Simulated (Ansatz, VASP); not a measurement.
## One calculation of CuB, two programs

```
Cu B
1.0
     4.06206    0.00000    0.00000
     0.00000    4.06206    0.00000
     0.00000    0.00000    4.06206
Cu B
3 3
Cartesian
  2.0310 0.0000 0.0000
  0.0000 2.0310 0.0000
  0.0000 0.0000 2.0310
  0.0000 2.0310 2.0310
  2.0310 0.0000 2.0310
  2.0310 2.0310 0.0000
```

Alike in both runs: functional PBE; k mesh 4 × 4 × 4; occupations gaussian, width 0.1 eV; no spin polarisation.

Ansatz relaxed the structure, and its values are those at the end. VASP's run is a single point on that final structure, the one shown.

|  | VASP | Ansatz |
| --- | --- | --- |
| version | VASP 6.6.1 | Ansatz 0.2.0 |
| potentials or method | VASP PAW PBE potentials, release 64 (Cu, B) | scalar-relativistic, plane waves, PAW |
| plane-wave cutoff (eV) | 520 | 420 |
| valence electrons in the cell | 42 | 66 |

Ansatz gave:

* gap on the k mesh at the Fermi level (eV): none
* pressure (GPa): -0.1

Problem. Estimate VASP's values.

Solution. gap on the k mesh at the Fermi level (eV): none; pressure (GPa): 0.3.

A gap of «none» marks a metal or a gap that the smearing closes. With one functional, cell and mesh, what is left measures potentials, basis and numerics. The two sets of potentials don't hold the same shells in valence.

Caveats: the k mesh is coarse (spacing up to 0.39 Å⁻¹), so the values aren't converged.
